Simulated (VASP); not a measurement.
Here is the system:

```
NiSb
1.0
    3.91374     0.00000     0.00000
   -1.95687     3.38940     0.00000
    0.00000     0.00000     5.07243
Ni Sb
2 2
Direct
  0.00000   0.00000   0.00000
  0.00000   0.00000   0.50000
  0.33333   0.66667   0.25000
  0.66667   0.33333   0.75000
```

These are PBEsol GGA, VASP's PBE PAW potentials (set 64) (plane waves; VASP) values and carry that method's errors. Numerical set-up: 400 eV cut-off, 10×10×7 Γ-centred mesh, tetrahedra with Blöchl corrections, potentials Ni Sb.

Unless said otherwise, spin-orbit coupling is left out, though it shifts the bands of the heavy elements here.

Q: Predict the energy per atom (σ→0), band gap (on the k-mesh) with the smallest direct gap where there is one.

A: 
| Property | Value |
|---|---|
| band gap (on the k-mesh) | none (metal, semimetal or under 0.01 eV) |
| energy per atom (σ→0) | -5.670 eV/atom |

Only differences to runs with the same potentials and settings are physical.

The structure was generated: NiSb was put into the NiAs type type (P6_3/mmc), which need not be its known phase. It was relaxed first, which changed the volume by -24 %. The run is not spin-polarised, so no magnetic state was tried.
